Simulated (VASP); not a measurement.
Consider the following.

```
CELL_PARAMETERS angstrom
      5.42317     0.00000     0.00000
      0.00000     5.42317     0.00000
      0.00000     0.00000     5.42317
ATOMIC_POSITIONS crystal
  Zn 0.99324 0.99324 0.99324
  Zn 0.50676 0.50676 0.99324
  Zn 0.50676 0.99324 0.50676
  Zn 0.99324 0.50676 0.50676
  Se 0.25000 0.25000 0.25000
  S  0.75000 0.75000 0.25000
  S  0.75000 0.25000 0.75000
  S  0.25000 0.75000 0.75000
```

Level of theory: PBEsol GGA, VASP's PBE PAW potentials (set 64) (plane waves; VASP). Numerical set-up: 400 eV cut-off, 5×5×5 Γ-centred mesh, tetrahedra with Blöchl corrections, potentials Zn Se S.

The cores are frozen, which limits the accuracy of field gradients.

**Question.** Give the principal components of the electric field gradient (V/Å²) and the asymmetry η at each nucleus.

**Answer.** 
```
atom   Vxx   Vyy   Vzz     η
----  ----  ----  ----  ----
Zn1   -1.8  -1.8   3.7  0.00
Zn2   -1.8  -1.8   3.7  0.00
Zn3   -1.8  -1.8   3.7  0.00
Zn4   -1.8  -1.8   3.7  0.00
Se5    0.0   0.0   0.0     -
S6    -7.8  -7.8  15.7  0.00
S7    -7.8  -7.8  15.7  0.00
S8    -7.8  -7.8  15.7  0.00
```

The structure was generated: Zn4S3Se was put into an ordered model structure (P-43m), which need not be its known phase. It was relaxed first.
